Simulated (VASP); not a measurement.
Method: LDA (Ceperley-Alder, Perdew-Zunger), VASP's LDA PAW potentials (set 64) (plane waves; VASP).

Gaps are without spin-orbit coupling.

volume per atom: 12.43 Å^3/atom
band gap (over mesh and band path): 2.06 eV
smallest direct gap (over mesh and band path): 2.68 eV

Question: Which relaxed crystal gives these values?
A) KTaO3, Pm-3m (221)
B) KI, Fm-3m (225)
C) PtCl2, Pnnm (58)
D) HfO2, Fm-3m (225)

Answer: A, KTaO3, Pm-3m (221)
